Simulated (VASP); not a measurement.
Given:

```yaml
crystal:
  lattice:
    - [3.88929, 0.00000, 0.00000]
    - [-1.94464, 3.36822, 0.00000]
    - [0.00000, 0.00000, 6.45224]
  atoms:
    - { symbol: Zn, position: [0.00000, 0.00000, 0.99867] }
    - { symbol: Cd, position: [0.33333, 0.66667, 0.50759] }
    - { symbol: S, position: [0.33333, 0.66667, 0.89247] }
    - { symbol: S, position: [0.00000, 0.00000, 0.35327] }
```

The numbers are results of LDA (Ceperley-Alder, Perdew-Zunger) with spin-orbit coupling, VASP's LDA PAW potentials (set 64) (plane waves; VASP 6.6.1), not measurements. Numerical set-up: 400 eV cut-off, 6×6×3 Γ-centred mesh, Gaussian smearing of 0.050 eV, potentials Zn Cd S.

Give the energies of bands 27 to 40 at the high-symmetry points, in eV from the valence-band maximum.

```tsv
band	Γ	M	K	A	L	H
27	-1.15	-4.08	-4.09	-3.04	-4.66	-4.53
28	-1.15	-4.08	-4.06	-3.04	-4.66	-4.50
29	-1.11	-3.38	-3.98	-0.92	-2.05	-3.43
30	-1.11	-3.38	-3.97	-0.92	-2.05	-3.42
31	-0.31	-2.43	-2.52	-0.88	-1.88	-2.82
32	-0.31	-2.43	-2.50	-0.88	-1.88	-2.76
33	-0.04	-1.85	-2.38	-0.31	-1.72	-1.59
34	-0.04	-1.85	-2.38	-0.31	-1.72	-1.58
35	0.00	-0.88	-2.08	-0.27	-1.36	-1.47
36	0.00	-0.88	-2.03	-0.27	-1.36	-1.46
37	1.30	3.27	3.81	2.62	2.90	4.02
38	1.30	3.27	3.87	2.62	2.90	4.04
39	2.83	3.86	5.26	3.36	3.29	4.19
40	2.83	3.86	5.29	3.36	3.29	4.25
```

The gap is direct, 1.30 eV, from the valence maximum at Γ to the conduction minimum at Γ.

The structure comes from a computed database's ZnCdS2 entry (P3m1); how it stands against other phases isn't given here. It was relaxed first, which changed the volume by -8 %.
